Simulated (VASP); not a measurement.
An input for Ansatz (written as the equivalent of a VASP run, and not itself run):

Ansatz 0.2 input:
```yaml
crystal:
  lattice:
    - [3.3816690, 0.0000000, 0.0000000]
    - [-1.6908350, 2.9286110, 0.0000000]
    - [0.0000000, 0.0000000, 5.4553340]
  atoms:
    - { symbol: Ge, position: [0.0000000, 0.0000000, 0.0000000] }
    - { symbol: Be, position: [0.3333330, 0.6666670, 0.2520000] }
    - { symbol: Be, position: [0.6666670, 0.3333330, 0.7480000] }
kpoints:
  mp_grid: { grid: [6, 6, 3] }
hamiltonian:
  xc: pbe
  pseudopotentials: { kind: paw }
scf:
  occupations: { method: fermi_dirac, width: 0.05 }
  max_iter: 100
relax:
  max_steps: 50
  f_tol: 0.01
  cell: {}
output: { forces: true, stress: true, eigenvalues: true }
```

### Question
Write the VASP files for the same calculation (PBE).

### Answer
One answer among several that fit: 
POSCAR:
```
Be2Ge
1
    3.3816690000     0.0000000000     0.0000000000
   -1.6908350000     2.9286110000     0.0000000000
    0.0000000000     0.0000000000     5.4553340000
Ge Be
1 2
Direct
  0.0000000000   0.0000000000   0.0000000000
  0.3333330000   0.6666670000   0.2520000000
  0.6666670000   0.3333330000   0.7480000000
```

### INCAR
```
ALGO = Normal
EDIFF = 1E-6
EDIFFG = -0.01
ENCUT = 300
GGA = PE
IBRION = 2
ISIF = 3
ISMEAR = -1
LASPH = .TRUE.
LCHARG = .FALSE.
LMAXMIX = 4
LREAL = .FALSE.
LWAVE = .FALSE.
NELM = 100
NSW = 50
PREC = Accurate
SIGMA = 0.05
SYSTEM = Be2Ge
```

**KPOINTS**
```
Regular mesh
0
G
6 6 3
```

POTCAR, in this order: Ge_d Be (PBE.64 set). Program: vasp_std.

What does not carry over: each code has its own PAW files, so the cut-off isn't converted (ENCUT is set for VASP's; basis.ecutwfc is left out, and Ansatz then takes the one that its files recommend); Ansatz stops its SCF on the density residual and VASP on the energy change (EDIFF).

The structure was generated: Be2Ge was put into an ordered model structure, which need not be its known phase. This run relaxes it. Symmetry was kept, so distortions that lower it aren't found. The k-mesh is coarse (spacing up to 0.43 per Å, 2π included), so the numbers may not be converged in it. The run is one of a series of settings (EDIFFG = -0.01, IBRION = 2, ISIF = 3, NSW = 50 against the base run), some of them coarse on purpose.
